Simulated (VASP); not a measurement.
Crystal: Sn.

```
Sn
1.0
     0.00000    3.23334    3.23334
     3.23334    0.00000    3.23334
     3.23334    3.23334    0.00000
Sn
2
Direct
  0.00000 0.00000 0.00000
  0.25000 0.25000 0.25000
```

This isn't the form of Sn at room conditions, which is tetragonal (white tin).

```yaml
Program: VASP 6.6.1
Task: relaxation of cell and atoms
Functional: PBEsol
Potentials_or_basis: VASP PAW PBE potentials, release 64 (Sn_d)
Cutoff: 600 eV
k_mesh: 10 × 10 × 10
Occupations: gaussian, width 0.03 eV
Spin: no spin polarisation
```

At the start: pressure 1.5 GPa; volume 33.80 Å³/atom.

Problem. How do energy, volume and symmetry change on relaxing?

Solution. Over 3 steps the energy falls by 4.9 meV/atom and the volume is 34.92 Å³/atom (+3.3 %); space group Fd-3m (No. 227, to 0.05 Å).

The path:
| step | energy change (eV) | largest force (eV/Å) | pressure (GPa) | volume (Å³) |
| --- | --- | --- | --- | --- |
| 1 | 0.0000 | 0.0000 | 1.47 | 67.61 |
| 2 | -0.0086 | 0.0000 | -0.46 | 70.69 |
| 3 | -0.0099 | 0.0000 | 0.00 | 69.84 |

Final structure:
```xyz
2
Lattice="0.0000 3.2686 3.2686 3.2686 0.0000 3.2686 3.2686 3.2686 0.0000" Properties=species:S:1:pos:R:3 pbc="T T T"
Sn    0.0000    0.0000    0.0000
Sn    1.6343    1.6343    1.6343
```

Caveat: the PAW data sets were made with another functional, which shifts forces and pressure a little.
